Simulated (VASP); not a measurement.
Given:

```yaml
crystal:
  lattice:
    - [0.00000, 2.67500, 2.67500]
    - [2.67500, 0.00000, 2.67500]
    - [2.67500, 2.67500, 0.00000]
  atoms:
    - { symbol: K, position: [0.00000, 0.00000, 0.00000] }
    - { symbol: F, position: [0.50000, 0.50000, 0.50000] }
```

Computed with PBE GGA with D3 dispersion (Becke-Johnson damping), VASP's PBE PAW potentials (set 64) (plane waves; VASP). Settings: 520 eV cut-off, Gaussian smearing of 0.050 eV, potentials K_sv F.

Problem. Give the energies of bands 6 to 10 at the high-symmetry points, in eV from the valence-band maximum.

Solution. 
| band | Γ | X | U | L | W |
|---|---|---|---|---|---|
| 6 | 0.00 | -0.21 | -0.34 | -0.79 | -0.40 |
| 7 | 0.00 | -0.06 | -0.20 | -0.34 | -0.17 |
| 8 | 0.00 | -0.06 | -0.19 | -0.34 | -0.17 |
| 9 | 6.15 | 8.20 | 8.94 | 9.05 | 9.72 |
| 10 | 10.67 | 10.28 | 10.71 | 10.58 | 9.72 |

The gap is direct, 6.15 eV, from the valence maximum at Γ to the conduction minimum at Γ.

Measured: gap 10.90 eV (computed value off by -4.75 eV), as given by David Koller et al., Journal of Physics Condensed Matter (2013), arXiv:1304.4470.

The compound is KF in the rock salt structure. The cell was not relaxed at this level.
